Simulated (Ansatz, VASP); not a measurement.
One calculation of SiSn2, two programs

Contents of INCAR:

```
PREC     = Accurate       # precision mode
ENCUT    = 520            # plane-wave cutoff, eV
EDIFF    = 1E-6           # SCF threshold, eV
ISMEAR   = 0              # smearing method
SIGMA    = 0.05           # smearing width, eV
LREAL    = False          # projectors in reciprocal space
LASPH    = True           # aspherical terms in the spheres
NELM     = 100            # most SCF steps
ALGO     = Fast           # electronic algorithm
ISIF     = 2              # what is computed and relaxed
LWAVE    = False          # write WAVECAR
LCHARG   = False          # write CHGCAR
GGA      = PE             # functional
NBANDS   = 23             # bands
```

File KPOINTS:

```
Automatic mesh
0
Gamma
  4 4 4
```

The input POSCAR:

```
SiSn2
1.0
    0.0000000000      3.3541808128      3.3541808128
    3.3541808128      0.0000000000      3.3541808128
    3.3541808128      3.3541808128      0.0000000000
Si Sn
1 2
Direct
    0.0000000000      0.0000000000      0.0000000000
    0.2500000000      0.2500000000      0.2500000000
    0.7500000000      0.7500000000      0.7500000000
```

Input for Ansatz:

```yaml
crystal:
  lattice:
    - [0.0, 3.3541808128, 3.3541808128]
    - [3.3541808128, 0.0, 3.3541808128]
    - [3.3541808128, 3.3541808128, 0.0]
  atoms:
    - { symbol: Si, position: [0.0, 0.0, 0.0] }
    - { symbol: Sn, position: [0.25, 0.25, 0.25] }
    - { symbol: Sn, position: [0.75, 0.75, 0.75] }
basis:
  ecutwfc: 420
kpoints:
  mp_grid: { grid: [4, 4, 4] }
hamiltonian:
  xc: pbe
scf:
  occupations: { method: gaussian, width: 0.05 }
output:
  forces: true
  stress: true
  eigenvalues: true
```

The cell comes from a database or a generator and needn't be the stable form of this composition.

Alike in both runs: task single point; functional PBE; k mesh 4 × 4 × 4; occupations gaussian, width 0.05 eV; no spin polarisation.

```csv
,VASP,Ansatz
version,VASP 6.6.1,Ansatz 0.2.0
potentials or method,"VASP PAW PBE potentials, release 64 (Si, Sn_d)","scalar-relativistic, plane waves, PAW"
plane-wave cutoff (eV),520,420
valence electrons in the cell,32,32
```

|  | VASP | Ansatz | Ansatz less VASP |
| --- | --- | --- | --- |
| gap on the k mesh at the Fermi level (eV) | none | none | - |
| pressure (GPa) | 2.8 | 2.8 | +0.04 |

A gap of «none» marks a metal or a gap that the smearing closes.

Caveats: the k mesh is coarse (spacing up to 0.41 Å⁻¹), so the values aren't converged.
